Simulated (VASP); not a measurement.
Data:

```
AsB
1.0
    0.00000     2.50455     2.50455
    2.50455     0.00000     2.50455
    2.50455     2.50455     0.00000
B As
1 1
Direct
  0.00000   0.00000   0.00000
  0.25000   0.25000   0.25000
```

The numbers are results of PBE GGA, VASP's PBE PAW potentials (set 64) (plane waves; VASP), not measurements. Numerical set-up: 600 eV cut-off, 10×10×10 Γ-centred mesh, Gaussian smearing of 0.050 eV, potentials B As.

What does the run give for the energy per atom (σ→0), pressure?

The energy per atom (σ→0) is -5.634 eV/atom. The pressure is -12.11 GPa.

Total energies compare only between runs with the same potentials, cut-off and functional.

The compound is BAs in the zinc blende structure. This cell was strained or had an atom moved on purpose.
